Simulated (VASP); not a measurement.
Data:

```
BN
1.0
    0.00000     1.74224     1.74224
    1.74224     0.00000     1.74224
    1.74224     1.74224     0.00000
B N
1 1
Direct
  0.00000   0.00000   0.00000
  0.50000   0.50000   0.50000
```

These are PBEsol GGA, VASP's PBE PAW potentials (set 64) (plane waves; VASP) values and carry that method's errors. Run with 520 eV cut-off, Gaussian smearing of 0.050 eV, potentials B N.

### Question
Give the energies of bands 2 to 6 at the high-symmetry points, in eV from the valence-band maximum.

### Answer

| band | Γ | X | U | L | W |
|---|---|---|---|---|---|
| 2 | -0.93 | -12.11 | -10.85 | -12.76 | -9.69 |
| 3 | -0.93 | -5.75 | -9.09 | -0.70 | -9.69 |
| 4 | -0.93 | -5.75 | -4.49 | -0.70 | -7.06 |
| 5 | 9.38 | 1.28 | 3.29 | 5.15 | 7.19 |
| 6 | 12.10 | 8.54 | 11.27 | 5.15 | 7.82 |

The gap is indirect, 1.28 eV, from the valence maximum at K-Γ at 0.57 to the conduction minimum at X.

The structure was generated: BN was put into the rock salt type (Fm-3m), which need not be its known phase. It was relaxed first, which changed the volume by +13 %.
